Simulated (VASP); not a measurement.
Here is the system:

```
BaZrO3
1.0
    4.29659     0.00000     0.00000
    0.00000     4.29659     0.00000
    0.00000     0.00000     4.29659
Ba Zr O
1 1 3
Cartesian
  0.00000   0.00000   0.00000
  2.14830   2.14830   2.14830
  2.14830   0.00000   2.14830
  0.00000   2.14830   2.14830
  2.14830   2.14830   0.00000
```

Calculation: r2SCAN meta-GGA, VASP's PBE PAW potentials (set 64) (plane waves; VASP). Settings: 520 eV cut-off, 5×5×5 Γ-centred mesh, Gaussian smearing of 0.050 eV, potentials Ba_sv Zr_sv O.

Q: Give the stress tensor in GPa (positive for a compressed cell).

A: 
```
-8.38   0.00   0.00
 0.00  -8.38   0.00
 0.00   0.00  -8.38
```
The pressure is its mean diagonal, -8.38 GPa.

The compound is BaZrO3 in the cubic perovskite structure. This cell is one point of a volume scan, at 1.06 of the reference volume.
